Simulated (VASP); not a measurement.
Method: LDA (Ceperley-Alder, Perdew-Zunger), VASP's LDA PAW potentials (set 64) (plane waves; VASP).

VASP ran on this input.

### POSCAR
```
Ti
1.0
  1.4750000000  -2.5547750000   0.0000000000
  1.4750000000   2.5547750000   0.0000000000
  0.0000000000   0.0000000000   4.6800000000
Ti
2
Cartesian
  1.4750000000   0.8515933699   1.1700000000
  1.4750000000  -0.8515933698   3.5100000000
```

### KPOINTS
```
Automatic mesh
0
Gamma
13 13 7
0 0 0
```

INCAR:
```
ALGO  =  Normal
EDIFF  =  1E-6
EDIFFG  =  -0.01
ENCUT  =  520
IBRION  =  2
ISIF  =  3
ISMEAR  =  1
LASPH  =  .TRUE.
LCHARG  =  .FALSE.
LMAXMIX  =  4
LREAL  =  .FALSE.
LWAVE  =  .FALSE.
NELM  =  100
NSW  =  60
PREC  =  Accurate
SIGMA  =  0.1
SYSTEM  =  Ti
```

POTCAR, in this order: Ti_sv (LDA.64 set). Program: vasp_std.

Problem. What will the output report for the number of irreducible k-points (NKPTS), largest plane-wave count, number of space-group operations, FFT grid (NGX, NGY, NGZ)?

Solution. 
```yaml
number of irreducible k-points (NKPTS): 84
largest_plane_wave_count: 975
number_of_space_group_operations: 24
FFT grid (NGX, NGY, NGZ): 24 × 24 × 36
```

The compound is Ti in the hcp structure. This run relaxes it. Symmetry was kept, so distortions that lower it aren't found.
